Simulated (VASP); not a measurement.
Consider the following.

```
WP
1.0
    1.91711    -5.06603     0.00000
    1.91711     5.06603     0.00000
    0.00000     0.00000     3.77808
P W
2 2
Cartesian
  1.91711  -0.64845   0.94452
  1.91711   0.64845   2.83356
  1.91711  -3.59435   0.94452
  1.91711   3.59435   2.83356
```

Method: PBE GGA, VASP's PBE PAW potentials (set 64) (plane waves; VASP). Settings: 400 eV cut-off, KSPACING 0.16 per Å, Gaussian smearing of 0.050 eV, potentials P W_sv.

**Question.** Which forces act on the atoms, in eV/Å?

**Answer.** 
| atom | Fx | Fy | Fz |
|---|---|---|---|
| P1 | 0.000 | -2.618 | 0.000 |
| P2 | 0.000 | 2.618 | 0.000 |
| W3 | 0.000 | -0.429 | 0.000 |
| W4 | 0.000 | 0.429 | 0.000 |

**Question.** Give the stress tensor in GPa (positive for a compressed cell).

**Answer.** 
```
-35.73    0.00    0.00
  0.00  -30.86    0.00
  0.00    0.00  -18.90
```
The pressure is its mean diagonal, -28.50 GPa.

The structure was generated: PW was put into the CrB type (Cmcm), which need not be its known phase. The cell was not relaxed at this level. The run is one of a series of settings (KGAMMA = .TRUE., KSPACING = 0.16, KPOINTS file removed against the base run), some of them coarse on purpose.
